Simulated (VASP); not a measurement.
Data:

```
CsSnI3
1.0
    6.21217     0.00000     0.00000
    0.00000     6.21217     0.00000
    0.00000     0.00000     6.21217
Cs Sn I
1 1 3
Direct
  0.00000   0.00000   0.00000
  0.50000   0.50000   0.50000
  0.50000   0.00000   0.50000
  0.00000   0.50000   0.50000
  0.50000   0.50000   0.00000
```

Method: MS2 meta-GGA, VASP's PBE PAW potentials (set 64) (plane waves; VASP). Numerical set-up: 520 eV cut-off, 4×4×4 Γ-centred mesh, Gaussian smearing of 0.050 eV, potentials Cs_sv Sn_d I.

Unless said otherwise, spin-orbit coupling is left out, though it shifts the bands of the heavy elements here.

Estimate the energy per atom (σ→0), band gap (on the k-mesh) with the smallest direct gap where there is one.

| Item | Value |
|---|---|
| band gap (on the k-mesh) | 0.27 eV |
| smallest direct gap (on the k-mesh) | 0.27 eV |
| energy per atom (σ→0) | 1.734 eV/atom |

The compound is CsSnI3 in the cubic perovskite structure, the ideal cubic form; the compound distorts at low or room temperature. It was relaxed first. The start is the result of an earlier pass.
